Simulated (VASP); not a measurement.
**BN: structure and properties in VASP**

Wanted: the relaxed cell of BN and its properties. The steps: first try, relaxing cell and atoms (PBE + D3(BJ)), density, ELF and potential (PBE + D3(BJ)), bands along the symmetry lines (PBE + D3(BJ)), total and projected DOS (PBE + D3(BJ)), electric field gradients (PBE + D3(BJ)), dielectric tensor and Born charges (PBE + D3(BJ)) and self-consistent run (PBE + D3(BJ)) with a changed input. The start is a cell from a database of measured crystal structures.

Method: PBE with D3(BJ); plane waves and PAW (B, N), in VASP 6.6.1.

The database entry behind the starting cell has ideal inner coordinates that were not refined, so it need not match the best structure at ambient conditions.

### Step 1. Set-up

Before any relaxation, the start is as follows. Symmetry: P6_3mc, No. 186, hexagonal system. Conventional cell: a = 2.536 Å, b = 2.536 Å, c = 4.199 Å, α = 90.00°, β = 90.00°, γ = 120.00°. B has 4 N at 1.56 to 1.57 Å nearest. Nearest to N lie 4 B at 1.56 to 1.57 Å. Farther neighbours and most contacts between anions are not listed.

Coordinates:

```xyz
4
Lattice="2.5360 0.0000 0.0000 -1.2680 2.1962 0.0000 0.0000 0.0000 4.1990" Properties=species:S:1:pos:R:3 pbc="T T T"
B     1.2680    0.7321    0.0000
B     0.0000    1.4642    2.0995
N     1.2680    0.7321    1.5746
N     0.0000    1.4642    3.6741
```

### Step 2. First try

This run is made with a changed input; what comes of it follows.

The input, INCAR:

```
SYSTEM = BN
PREC = Accurate
ENCUT = 520
EDIFF = 1E-06
NELM = 52
ISMEAR = 0
SIGMA = 0.05
LREAL = .FALSE.
ALGO = Normal
GGA = PE
IVDW = 12
NBANDS = 14
LORBIT = 11
LWAVE = .FALSE.
LCHARG = .FALSE.
KPAR = 4
IBRION = 2
NSW = 3
ISIF = 3
EDIFFG = -0.01
```

The input, POSCAR:

```
BN
1.0
    2.5360000000      0.0000000000      0.0000000000
   -1.2680000000      2.1962404240      0.0000000000
    0.0000000000      0.0000000000      4.1990000000
B N
2 2
Direct
    0.6666666667      0.3333333333      0.0000000000
    0.3333333333      0.6666666667      0.5000000000
    0.6666666667      0.3333333333      0.3750000000
    0.3333333333      0.6666666667      0.8750000000
```

The input, KPOINTS:

```
Automatic mesh
0
Gamma
10 10 5
0 0 0
```

PAW data sets: B and N (PBE family, release 64).

On the command line:

```console
> mpirun -np 4 vasp_std
```

The program printed:

```text
[banner, memory and clock lines left out]
running    4 mpi-ranks, on    1 nodes
[...]
LDA part: xc-table for (Slater+PW92), standard interpolation
 POSCAR, INCAR and KPOINTS ok, starting setup
[...]
entering main loop
       N       E                     dE             d eps       ncg     rms          rms(c)
DAV:   1     0.400935038141E+02    0.40094E+02   -0.85565E+03  1176   0.112E+03
DAV:   2    -0.343948749575E+02   -0.74488E+02   -0.69984E+02  1594   0.247E+02
DAV:   3    -0.367865499000E+02   -0.23917E+01   -0.23833E+01  1638   0.424E+01
DAV:   4    -0.367963165644E+02   -0.97667E-02   -0.97660E-02  1242   0.291E+00
[...]
DAV:  11    -0.348189456334E+02   -0.58349E-05   -0.50948E-05  1530   0.626E-02    0.142E-02
DAV:  12    -0.348189467583E+02   -0.11249E-05   -0.71609E-06  1470   0.261E-02    0.203E-03
DAV:  13    -0.348189468780E+02   -0.11970E-06   -0.19608E-07   732   0.491E-03
   1 F= -.35664279E+02 E0= -.35664279E+02  d E =-.356643E+02
[...]
N       E                     dE             d eps       ncg     rms          rms(c)
DAV:   1    -0.348350246145E+02   -0.16078E-01   -0.23832E-01  1428   0.443E+00    0.509E-01
DAV:   2    -0.348300747572E+02    0.49499E-02   -0.10783E-02  1464   0.998E-01    0.190E-01
DAV:   3    -0.348296533404E+02    0.42142E-03   -0.14816E-03  1490   0.314E-01    0.589E-02
DAV:   4    -0.348295776041E+02    0.75736E-04   -0.10322E-04  1502   0.103E-01    0.253E-02
DAV:   5    -0.348295652376E+02    0.12366E-04   -0.24828E-05  1428   0.426E-02    0.110E-02
DAV:   6    -0.348295647279E+02    0.50973E-06   -0.11484E-06   936   0.111E-02
   2 F= -.35663960E+02 E0= -.35663960E+02  d E =0.318537E-03
 trial-energy change:    0.000319  1 .order    0.000301   -0.005566    0.006168
 step:   0.4721(harm=  0.4744)  dis= 0.00131  next Energy=   -35.665591 (dE=-0.131E-02)
[...]
N       E                     dE             d eps       ncg     rms          rms(c)
DAV:   1    -0.348269496523E+02    0.26156E-02   -0.66541E-02  1428   0.235E+00    0.269E-01
DAV:   2    -0.348255738629E+02    0.13758E-02   -0.29791E-03  1470   0.525E-01    0.101E-01
DAV:   3    -0.348254559830E+02    0.11788E-03   -0.41766E-04  1478   0.167E-01    0.311E-02
DAV:   4    -0.348254363384E+02    0.19645E-04   -0.28528E-05  1508   0.545E-02    0.135E-02
DAV:   5    -0.348254338721E+02    0.24662E-05   -0.68807E-06  1416   0.224E-02    0.584E-03
DAV:   6    -0.348254340404E+02   -0.16822E-06   -0.31784E-07   702   0.592E-03
   3 F= -.35665579E+02 E0= -.35665579E+02  d E =-.129975E-02
[...]
opt :   0.4816  next Energy=   -35.665579 (dE=-0.130E-02)
```

Wall time 4.2 s (4 MPI ranks of Intel Xeon 6975P-C (Granite Rapids), shared host); peak memory 0.57 GiB.

Lines that name or quote the potential files are left out of all logs, and their timing lines are given in words.

From OUTCAR (step 2):

```text
 Edisp (eV)   -0.83440

 k-point     1 :       0.0000    0.0000    0.0000
  band No.  band energies     occupation
    ...
      4       5.4803      2.00000
      5       5.4803      2.00000
      6       7.3312      2.00000
      7       7.6159      2.00000
      8       7.6159      2.00000
      9      16.0021      0.00000
     10      16.0021      0.00000
     11      16.2521      0.00000
     12      17.1979      0.00000
     13      18.4578      0.00000
    ...

 Edisp (eV)   -0.84014

  Total       0.01729     0.01729    -0.00496     0.00000     0.00000     0.00000
  in kB       1.17756     1.17756    -0.33750     0.00000     0.00000     0.00000
  external pressure =        0.67 kB  Pullay stress =        0.00 kB

 POSITION                                       TOTAL-FORCE (eV/Angst)
 -----------------------------------------------------------------------------------
      1.27104      0.73383      0.00132         0.000000     -0.000000     -0.012006
     -0.00000      1.46767      2.10361        -0.000000      0.000000     -0.012006
      1.27104      0.73383      1.57540        -0.000000      0.000000      0.012006
     -0.00000      1.46767      3.67770         0.000000     -0.000000      0.012006
 -----------------------------------------------------------------------------------
    total drift:                               -0.000000     -0.000000     -0.000317

  FREE ENERGIE OF THE ION-ELECTRON SYSTEM (eV)
  ---------------------------------------------------
  free  energy   TOTEN  =       -35.6655786726 eV

  energy  without entropy=      -35.6655786726  energy(sigma->0) =      -35.66557867

[... 19 further parts left out ...]
[key lines of the parts left out:]
E-fermi :   7.8597
```

CONTCAR:

```
BN
   1.00000000000000
     2.5420735625910784    0.0000000000000000   -0.0000000000000000
    -1.2710367812955392    2.2015002834953679    0.0000000000000000
     0.0000000000000000    0.0000000000000000    4.2045863567319337
  B               N
     2     2
Direct
     0.6666666667000030    0.3333333332999970    0.0003133784242438
     0.3333333332999970    0.6666666667000030    0.5003133784242438
     0.6666666667000030    0.3333333332999970    0.3746866215757562
     0.3333333332999970    0.6666666667000030    0.8746866215757562
```

The relaxation used up its NSW steps before forces and stress met EDIFFG.

The fault in the input: too few ionic steps (NSW = "3"). Raise NSW.

### Step 3. Relaxing cell and atoms (PBE + D3(BJ))

The start need not lie at this functional's minimum. ISIF = 3 frees volume, shape and positions, and EDIFFG sets the threshold on forces and stress at which the search stops.

Changes to INCAR since step 2:

```diff
@@ -4,3 +4,3 @@
 EDIFF = 1E-06
-NELM = 52
+NELM = 100
 ISMEAR = 0
@@ -17,3 +17,3 @@
 IBRION = 2
-NSW = 3
+NSW = 60
 ISIF = 3
```

POSCAR is that of step 2.

KPOINTS is that of step 2.

On the command line:

```console
> mpirun -np 4 vasp_std
```

The program printed:

```text
[... set-up lines as in an earlier step ...]
 entering main loop
       N       E                     dE             d eps       ncg     rms          rms(c)
[... 13 cycles as in an earlier step ...]
   1 F= -.35664279E+02 E0= -.35664279E+02  d E =-.356643E+02
 curvature:   0.00 expect dE= 0.000E+00 dE for cont linesearch  0.000E+00
 trial: gam= 0.00000 g(F)=  0.640E-03 g(S)=  0.493E-02 ort = 0.000E+00 (trialstep = 0.100E+01)
 search vector abs. value=  0.557E-02
 bond charge predicted
       N       E                     dE             d eps       ncg     rms          rms(c)
[... 6 cycles as in an earlier step ...]
   2 F= -.35663960E+02 E0= -.35663960E+02  d E =0.318537E-03
[...]
3 F= -.35665579E+02 E0= -.35665579E+02  d E =-.129975E-02
[...]
4 F= -.35665578E+02 E0= -.35665578E+02  d E =-.129922E-02
[...]
5 F= -.35665578E+02 E0= -.35665578E+02  d E =0.294050E-06
 trial-energy change:    0.000000  1 .order   -0.000001   -0.000033    0.000031
 step:   0.4602(harm=  0.4602)  dis= 0.00027  next Energy=   -35.665587 (dE=-0.848E-05)
 bond charge predicted
       N       E                     dE             d eps       ncg     rms          rms(c)
DAV:   1    -0.348256919385E+02    0.13059E-03   -0.62451E-04  1206   0.211E-01    0.801E-03
DAV:   2    -0.348256915662E+02    0.37231E-06   -0.79172E-06  1584   0.255E-02
   6 F= -.35665586E+02 E0= -.35665586E+02  d E =-.791783E-05
 curvature:  -0.23 expect dE=-0.133E-05 dE for cont linesearch -0.741E-07
 trial: gam= 0.15115 g(F)=  0.119E-06 g(S)=  0.554E-05 ort =-0.344E-05 (trialstep = 0.809E+00)
 search vector abs. value=  0.547E-05
 reached required accuracy - stopping structural energy minimisation
```

The job ended after 6.6 s (4 MPI ranks; peak memory 0.58 GiB; 24 s of CPU time).

OUTCAR, selected parts (step 3):

```text
 Found     42 irreducible k-points:

   NELECT =      16.0000    total number of electrons

 Edisp (eV)   -0.83976

 E-fermi :   7.8567

 k-point     1 :       0.0000    0.0000    0.0000
  band No.  band energies     occupation
    ...
      4       5.4751      2.00000
      5       5.4751      2.00000
      6       7.3338      2.00000
      7       7.6100      2.00000
      8       7.6100      2.00000
      9      15.9969      0.00000
     10      15.9969      0.00000
     11      16.2469      0.00000
     12      17.1873      0.00000
     13      18.4492      0.00000
    ...

 k-point     2 :       0.1000    0.0000    0.0000
  band No.  band energies     occupation
    ...
      4       4.5020      2.00000
      5       5.0778      2.00000
      6       6.8017      2.00000
      7       7.1189      2.00000
      8       7.3833      2.00000
      9      15.6793      0.00000
     10      16.4249      0.00000
     11      16.5759      0.00000
     12      17.8699      0.00000
     13      19.0626      0.00000
    ...

 Edisp (eV)   -0.83989

  Total      -0.01329    -0.01329    -0.01028     0.00000     0.00000     0.00000
  in kB      -0.90495    -0.90495    -0.69957     0.00000     0.00000     0.00000
  external pressure =       -0.84 kB  Pullay stress =        0.00 kB

  energy-cutoff  :      520.00
  volume of cell :       23.54
      direct lattice vectors                 reciprocal lattice vectors
     2.542459281 -0.000000000 -0.000000000     0.393319967  0.227083389  0.000000000
    -1.271229640  2.201834325  0.000000000     0.000000000  0.454166778  0.000000000
     0.000000000  0.000000000  4.204563559     0.000000000  0.000000000  0.237836814

 POSITION                                       TOTAL-FORCE (eV/Angst)
 -----------------------------------------------------------------------------------
      1.27123      0.73394      0.00107         0.000000      0.000000     -0.000785
     -0.00000      1.46789      2.10335         0.000000     -0.000000     -0.000785
      1.27123      0.73394      1.57564        -0.000000     -0.000000      0.000785
     -0.00000      1.46789      3.67792         0.000000      0.000000      0.000785
 -----------------------------------------------------------------------------------
    total drift:                               -0.000000     -0.000000     -0.000719

  FREE ENERGIE OF THE ION-ELECTRON SYSTEM (eV)
  ---------------------------------------------------
  free  energy   TOTEN  =       -35.6655860593 eV

  energy  without entropy=      -35.6655860593  energy(sigma->0) =      -35.66558606

 reached required accuracy - stopping structural energy minimisation

 total charge
# of ion       s       p       d       tot
------------------------------------------
    1        0.678   1.364   0.000   2.042
    2        0.678   1.364   0.000   2.042
    3        1.216   2.767   0.000   3.983
    4        1.216   2.767   0.000   3.983
--------------------------------------------------
tot          3.789   8.261   0.000  12.050

[... 8 parts as in an earlier step ...]

[... 5 further parts left out ...]
```

The gap is read on the k-mesh alone, so it is an upper bound where the band edges lie off the mesh, and a coarse mesh can show a gap where there is none. The run keeps the 12 symmetry operations of its start, so it cannot find a distortion of lower symmetry.

The steps of the relaxation:

| step | energy less that of the first step (eV) | largest force (eV/Å) | pressure (GPa) | volume (Å³) |
| --- | --- | --- | --- | --- |
| 1 | 0.0000 | 0.0576 | 2.45 | 23.39 |
| 2 | 0.0003 | 0.0883 | -2.58 | 23.69 |
| 3 | -0.0013 | 0.0120 | 0.07 | 23.53 |
| 4 | -0.0013 | 0.0133 | 0.02 | 23.53 |
| 5 | -0.0013 | 0.0110 | -0.11 | 23.54 |
| 6 | -0.0013 | 0.0008 | -0.08 | 23.54 |

| conventional cell, symmetrised | before | after | change |
| --- | --- | --- | --- |
| a (Å) | 2.536 | 2.542 | +0.3 % |
| b (Å) | 2.536 | 2.542 | +0.3 % |
| c (Å) | 4.199 | 4.205 | +0.1 % |
| volume (Å³/atom) | 5.85 | 5.88 | +0.6 % |

The relaxed structure:

```cif
data_structure
_symmetry_space_group_name_H-M 'P 1'
_symmetry_Int_Tables_number 1
_cell_length_a 2.5425
_cell_length_b 2.5425
_cell_length_c 4.2046
_cell_angle_alpha 90.000
_cell_angle_beta 90.000
_cell_angle_gamma 120.000
_cell_volume 23.54
loop_
_atom_site_label
_atom_site_type_symbol
_atom_site_fract_x
_atom_site_fract_y
_atom_site_fract_z
_atom_site_occupancy
B1 B 0.66667 0.33333 0.00026 1
B2 B 0.33333 0.66667 0.50026 1
N3 N 0.66667 0.33333 0.37474 1
N4 N 0.33333 0.66667 0.87474 1
```

A gap read on the k-mesh alone can miss the band edges.

This step gave:

```
electrons                              : 16
bands                                  : 14
irreducible k-points                   : 42
symmetry operations                    : 12
free energy (TOTEN)                    : -35.67 eV
Fermi energy                           : 7.857 eV
pressure                               : -0.08365 GPa
metallic, judged on the points sampled : no
valence top at k                       : 0, 0, 0
conduction bottom at k                 : 0.3, 0.3, 0
least direct gap at k                  : 0.1, 0, 0
SCF cycles over all ionic steps        : 33
gap on the k-mesh                      : 5.375 eV
least direct gap on the k-mesh         : 8.296 eV
```

It ends with a largest force of 0.001 eV/Å and a pressure of -0.08 GPa. The volume lies +0.6 % from that of the database's start.

(Continued in part 2 of 4.)

[Lines on the potential files, build, host, timing and source positions are cut from VASP's logs without a mark.]

[Logs are printed without paths, hosts, clocks, repeated set-up lines and the standing remarks that a program may print on its own settings, such as how far it seeks lower states.]

[Hosts, paths, dates, database ids (printed as entryN), source tags and the programs' standing remarks are cut or masked in the printed files.]

[A measured line is paired with the nearest computed mode of its activity, which favours agreement.]

[In band tables of VASP the shares of atoms and orbitals are scaled to a sum of 1 inside the atoms' spheres.]
